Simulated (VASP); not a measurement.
Output of a VASP run:

**OUTCAR**
```
 ion  position               nearest neighbor table
   1  0.333  0.667  0.250-   2 3.18   2 3.18   2 3.18   2 3.18   2 3.18   2 3.18
   2  0.667  0.333  0.750-   1 3.18   1 3.18   1 3.18   1 3.18   1 3.18   1 3.18
  LATTYP: Found a hexagonal cell.
 ALAT       =     3.2299999530
 C/A-ratio  =     1.5944272678
 Subroutine PRICEL returns:
 Original cell was already a primitive cell.
 Subroutine GETGRP returns: Found 24 space group operations
The static configuration has the point symmetry D_3d.
 The point group associated with its full space group is D_6h.
The dynamic configuration has the point symmetry D_3d.
 Subroutine INISYM returns: Found 24 space group operations
 Subroutine IBZKPT returns following result:
 Found     76 irreducible k-points:

 Following reciprocal coordinates:
            Coordinates               Weight
  0.000000  0.000000  0.000000      1.000000
  0.083333  0.000000  0.000000      6.000000
  0.166667 -0.000000  0.000000      6.000000
  0.250000 -0.000000  0.000000      6.000000
  0.333333  0.000000  0.000000      6.000000
  0.416667  0.000000  0.000000      6.000000
  0.500000 -0.000000  0.000000      3.000000
  0.083333  0.083333  0.000000      6.000000
  0.166667  0.083333  0.000000     12.000000
  0.250000  0.083333  0.000000     12.000000
  0.333333  0.083333  0.000000     12.000000
  0.416667  0.083333  0.000000     12.000000
  0.166667  0.166667  0.000000      6.000000
  0.250000  0.166667  0.000000     12.000000
  0.333333  0.166667  0.000000     12.000000
  0.416667  0.166667  0.000000      6.000000
  0.250000  0.250000  0.000000      6.000000
  0.333333  0.250000  0.000000     12.000000
  0.333333  0.333333  0.000000      2.000000
  0.000000  0.000000  0.142857      2.000000
  0.083333  0.000000  0.142857     12.000000
  0.166667 -0.000000  0.142857     12.000000
  0.250000 -0.000000  0.142857     12.000000
  0.333333  0.000000  0.142857     12.000000
  0.416667  0.000000  0.142857     12.000000
  0.500000 -0.000000  0.142857      6.000000
  0.083333  0.083333  0.142857     12.000000
  0.166667  0.083333  0.142857     24.000000
  0.250000  0.083333  0.142857     24.000000
  0.333333  0.083333  0.142857     24.000000
  0.416667  0.083333  0.142857     24.000000
  0.166667  0.166667  0.142857     12.000000
  0.250000  0.166667  0.142857     24.000000
  0.333333  0.166667  0.142857     24.000000
  0.416667  0.166667  0.142857     12.000000
  0.250000  0.250000  0.142857     12.000000
  0.333333  0.250000  0.142857     24.000000
  0.333333  0.333333  0.142857      4.000000
  0.000000  0.000000  0.285714      2.000000
  0.083333  0.000000  0.285714     12.000000
   k-points           NKPTS =     76   k-points in BZ     NKDIM =     76   number of bands    NBANDS=     16
   number of dos      NEDOS =    301   number of ions     NIONS =      2
   total plane-waves  NPLWV =  20736
   dimension x,y,z NGX =    24 NGY =   24 NGZ =   36
   dimension x,y,z NGXF=    48 NGYF=   48 NGZF=   72
   ions per type =               2
   PREC   = accura    normal or accurate (medium, high low for compatibility)
   ISTART =      0    job   : 0-new  1-cont  2-samecut
   ICHARG =      2    charge: 1-file 2-atom 10-const
   ISPIN  =      1    spin polarized calculation?
   LNONCOLLINEAR =      F non collinear calculations
   LSORBIT =      F    spin-orbit coupling
   INIWAV =      1    electr: 0-lowe 1-rand  2-diag
   ENCUT  =  400.0 eV  29.40 Ry    5.42 a.u.   5.27  5.27  8.40*2*pi/ulx,y,z
   NELM   =    100;   NELMIN=  2; NELMDL= -5     # of ELM steps
   EDIFF  = 0.1E-05   stopping-criterion for ELM
   LREAL  =      F    real-space projection
   NLSPLINE    = F    spline interpolate recip. space projectors
   LMAXMIX     =    4 max onsite mixed and CHGCAR
   VOSKOWN=      0    Vosko Wilk Nusair interpolation
   EDIFFG = 0.1E-04   stopping-criterion for IOM
   NSW    =      0    number of steps for IOM
...
```

**OSZICAR**
```
       N       E                     dE             d eps       ncg     rms          rms(c)
DAV:   1     0.184327778606E+03    0.18433E+03   -0.12107E+04  2432   0.123E+03
DAV:   2    -0.477575636879E+01   -0.18910E+03   -0.18758E+03  3056   0.371E+02
DAV:   3    -0.175473294301E+02   -0.12772E+02   -0.12699E+02  4648   0.700E+01
DAV:   4    -0.177423034258E+02   -0.19497E+00   -0.19497E+00  2704   0.984E+00
DAV:   5    -0.177466949945E+02   -0.43916E-02   -0.43916E-02  3768   0.105E+00    0.143E+01
DAV:   6    -0.171459807181E+02    0.60071E+00   -0.96026E-01  2528   0.865E+00    0.564E+00
DAV:   7    -0.170285899501E+02    0.11739E+00   -0.62836E-01  3504   0.608E+00    0.112E+00
DAV:   8    -0.170342567274E+02   -0.56668E-02   -0.39281E-02  3152   0.166E+00    0.292E-01
DAV:   9    -0.170344630802E+02   -0.20635E-03   -0.18610E-03  3048   0.449E-01    0.386E-02
DAV:  10    -0.170344165781E+02    0.46502E-04   -0.43130E-05  3608   0.428E-02    0.237E-02
DAV:  11    -0.170344171419E+02   -0.56374E-06   -0.10690E-05  2784   0.405E-02    0.445E-03
DAV:  12    -0.170344170085E+02    0.13340E-06   -0.30298E-07  1832   0.446E-03
   1 F= -.17034417E+02 E0= -.17034021E+02  d E =-.118882E-02
```

### OUTCAR
```
------------------------ aborting loop because EDIFF is reached ----------------------------------------
  FORCE on cell =-STRESS in cart. coord.  units (eV):
  Direction    XX          YY          ZZ          XY          YZ          ZX
  --------------------------------------------------------------------------------------
  Total        0.0544853      0.0544853      0.2177731      0.0000000      0.0000000     -0.0000000
  in kB        1.8760619      1.8760618      7.4984565      0.0000000      0.0000000     -0.0000000
  external PRESSURE =       3.7501934 kB  Pullay stress =       0.0000000 kB
  volume of cell :       46.53
      direct lattice vectors                 reciprocal lattice vectors
     1.615000000 -2.797262000  0.000000000     0.309597523 -0.178746217  0.000000000
     1.615000000  2.797262000  0.000000000     0.309597523  0.178746217  0.000000000
     0.000000000  0.000000000  5.150000000     0.000000000  0.000000000  0.194174757
 POSITION                                       TOTAL-FORCE (eV/Angst)
 -----------------------------------------------------------------------------------
      1.61500      0.93242      1.28750        -0.000000      0.000000      0.000000
      1.61500     -0.93242      3.86250         0.000000     -0.000000      0.000000
 -----------------------------------------------------------------------------------
    total drift:                                0.000000      0.001131     -0.000019
  FREE ENERGIE OF THE ION-ELECTRON SYSTEM (eV)
  ---------------------------------------------------
  free  energy   TOTEN  =       -17.0344170085 eV

  energy  without entropy=      -17.0332281905  energy(sigma->0) =      -17.03402074
```
(Selected blocks of OUTCAR.)

File POSCAR:
```
Zr
1
    1.6150000000    -2.7972620000     0.0000000000
    1.6150000000     2.7972620000     0.0000000000
    0.0000000000     0.0000000000     5.1500000000
Zr
2
Direct
  0.3333330000   0.6666670000   0.2500000000
  0.6666670000   0.3333330000   0.7500000000
```

Question: Reconstruct the remaining input files.

Answer: Several could match; the one computed here: the input of the run itself, PBE GGA, plane waves, VASP's PBE PAW potentials (set 64).

**INCAR**
```
ENCUT = 400   ! plane-wave cut-off (eV)
EDIFF = 1E-6
NELM = 100
ISMEAR = 1   ! Methfessel-Paxton
SYSTEM = Zr
LCHARG = F
LREAL = F   ! projection in real space or not
SIGMA = 0.1
LMAXMIX = 4
LASPH = T
LWAVE = F
ISIF = 2
ALGO = Normal
PREC = Accurate
GGA = PE   ! PBE
```

KPOINTS:
```
Regular mesh
0
Gamma
 12 12 7
```

POTCAR, in this order: Zr_sv (PBE.64 set). Program: vasp_std.

The compound is Zr in the hcp structure. The cell was not relaxed at this level.
